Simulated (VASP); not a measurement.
Ni:

```xyz
1
Lattice="0.0000 1.7600 1.7600 1.7600 0.0000 1.7600 1.7600 1.7600 0.0000" Properties=species:S:1:pos:R:3 pbc="T T T"
Ni    0.0000    0.0000    0.0000
```

The cell was built by a generator and needn't be a form met in nature.

Base run:

| Item | Value |
| --- | --- |
| Program | VASP 6.6.1 |
| Functional | PBE |
| Potentials or basis | VASP PAW PBE potentials, release 64 (Ni) |
| Cutoff | 520 eV |
| k mesh | 31 × 31 × 31 |
| Occupations | methfessel-paxton, width 0.1 eV |
| Spin | collinear spin, ferromagnetic start |
| Starting moments | [0.8] μB |

Its results: band gap on the k mesh none (metal or under the smearing width); pressure -0.3 GPa; net moment 0.64 μB per cell; site moments Ni +0.65 μB.

**Question.** The run is repeated on the same cell with these changes: functional from PBE to RPBE. What comes out?

**Answer.** Band gap on the k mesh none (metal or under the smearing width); pressure 5.4 GPa; net moment 0.65 μB per cell; site moments Ni +0.66 μB.

RPBE binds less tightly than PBE, so the same cell stands under more pressure.

Caveats: the PAW data sets were made with another functional, which shifts forces and pressure a little (some runs).
